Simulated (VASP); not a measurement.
Level of theory: RPBE GGA, VASP's PBE PAW potentials (set 64) (plane waves; VASP).

A VASP calculation is set up with these files.

File KPOINTS:
```
Automatic mesh
0
Gamma
15 15 15
0 0 0
```

### POSCAR
```
Au
3.0230840
  0.0000000000   0.7071068188   0.7071068188
  0.7071068188   0.0000000000   0.7071068188
  0.7071068188   0.7071068188   0.0000000000
Au
1
direct
  0.0000000000   0.0000000000   0.0000000000
```

### INCAR
```
SYSTEM = Au
PREC = Accurate
ENCUT = 520
EDIFF = 1E-7
NELM = 100
ALGO = Normal
LREAL = .FALSE.
LASPH = .TRUE.
ISMEAR = 1
SIGMA = 0.1
GGA = RP
LMAXMIX = 6
LWAVE = .FALSE.
LCHARG = .FALSE.
ISIF = 2
```

POTCAR, in this order: Au (PBE.64 set). Program: vasp_std.

The resulting files:

**OSZICAR**
```
       N       E                     dE             d eps       ncg     rms          rms(c)
DAV:   1     0.425414292514E+02    0.42541E+02   -0.57533E+03  2392   0.107E+03
DAV:   2    -0.243795000599E+01   -0.44979E+02   -0.41545E+02  2232   0.192E+02
DAV:   3    -0.281407097625E+01   -0.37612E+00   -0.37573E+00  2545   0.190E+01
DAV:   4    -0.281518686159E+01   -0.11159E-02   -0.11159E-02  2497   0.112E+00
DAV:   5    -0.281519493773E+01   -0.80761E-05   -0.80750E-05  2504   0.906E-02    0.608E+00
DAV:   6    -0.262396287987E+01    0.19123E+00   -0.70540E-01  2208   0.807E+00    0.427E+00
DAV:   7    -0.261547193711E+01    0.84909E-02   -0.42529E-02  2320   0.201E+00    0.234E+00
DAV:   8    -0.261485708950E+01    0.61485E-03   -0.15070E-03  2275   0.399E-01    0.192E-01
DAV:   9    -0.261484058402E+01    0.16505E-04   -0.25508E-05  2424   0.500E-02    0.578E-02
DAV:  10    -0.261485172018E+01   -0.11136E-04   -0.14337E-05  2326   0.484E-02    0.825E-03
DAV:  11    -0.261485156036E+01    0.15982E-06   -0.14931E-07  2533   0.447E-03    0.611E-04
DAV:  12    -0.261485146439E+01    0.95966E-07   -0.93258E-09  1156   0.113E-03
   1 F= -.26148515E+01 E0= -.26146915E+01  d E =-.480030E-03
```

File OUTCAR:
```
------------------------ aborting loop because EDIFF is reached ----------------------------------------
  FORCE on cell =-STRESS in cart. coord.  units (eV):
  Direction    XX          YY          ZZ          XY          YZ          ZX
  --------------------------------------------------------------------------------------
  Total       -0.6871235     -0.6871235     -0.6871235      0.0000000     -0.0000000      0.0000000
  in kB      -56.3520395    -56.3520395    -56.3520395      0.0000000     -0.0000000      0.0000000
  external PRESSURE =     -56.3520395 kB  Pullay stress =       0.0000000 kB
  volume of cell :       19.54
      direct lattice vectors                 reciprocal lattice vectors
     0.000000000  2.137643310  2.137643310    -0.233902446  0.233902446  0.233902446
     2.137643310  0.000000000  2.137643310     0.233902446 -0.233902446  0.233902446
     2.137643310  2.137643310  0.000000000     0.233902446  0.233902446 -0.233902446
 POSITION                                       TOTAL-FORCE (eV/Angst)
 -----------------------------------------------------------------------------------
      0.00000      0.00000      0.00000         0.000000     -0.000000      0.000000
 -----------------------------------------------------------------------------------
    total drift:                               -0.000000     -0.000000     -0.000000
  FREE ENERGIE OF THE ION-ELECTRON SYSTEM (eV)
  ---------------------------------------------------
  free  energy   TOTEN  =        -2.6148514644 eV

  energy  without entropy=       -2.6143714343  energy(sigma->0) =       -2.61469145
```
(Selected blocks of OUTCAR.)

The compound is Au in the fcc structure. This cell is one point of a volume scan, at 1.06 of the reference volume.
